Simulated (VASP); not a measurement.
Data:

```xyz
4
Lattice="4.2403 2.1183 2.1183 2.1183 4.2403 2.1183 2.1183 2.1183 4.2403" Properties=species:S:1:pos:R:3 pbc="T T T"
Ni     0.0000     0.0000     0.0000
Ni     4.2384     4.2384     4.2384
O      2.1192     2.1192     2.1192
O      6.3576     6.3576     6.3576
```
Starting moments (μB, in the order of the record's atoms Ni Ni O O): 1.4 -1.4 0.0 0.0.

Calculation: RPBE GGA, VASP's PBE PAW potentials (set 64) (plane waves; VASP). Numerical set-up: 520 eV cut-off, 9×9×9 Γ-centred mesh, Gaussian smearing of 0.050 eV, potentials Ni O.

Give the energy at these volumes per atom, relative to the lowest: 8.96, 9.24, 9.53, 9.81, 10.10 Å³.

21.9, 5.4, 0.0, 3.9, 15.8 meV/atom. A third-order Birch-Murnaghan fit gives B0 = 173 GPa and B0′ = 4.6.

The compound is NiO in the rock salt, AFM-II order structure. It was relaxed first.
